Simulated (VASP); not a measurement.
Consider the following.

```xyz
4
Lattice="2.0847 -3.6109 0.0000 2.0847 3.6109 0.0000 0.0000 0.0000 6.7752" Properties=species:S:1:pos:R:3 pbc="T T T"
Cd     2.0847    -1.2036     3.3877
Cd     2.0847     1.2036     0.0001
S      2.0847    -1.2036     5.9417
S      2.0847     1.2036     2.5541
```

Computed with optB86b-vdW, VASP's PBE PAW potentials (set 64) (plane waves; VASP). Settings: 520 eV cut-off, 6×6×3 Γ-centred mesh, Gaussian smearing of 0.050 eV, potentials Cd S.

**Question.** Predict the energy per atom (σ→0), band gap (on the k-mesh) with the smallest direct gap where there is one.

**Answer.** 
* **band gap (on the k-mesh)**: 1.06 eV
* **smallest direct gap (on the k-mesh)**: 1.06 eV
* **energy per atom (σ→0)**: -0.744 eV/atom

Total energies compare only between runs with the same potentials, cut-off and functional.

The compound is CdS in the wurtzite structure. It was relaxed first. The start is the result of an earlier pass.
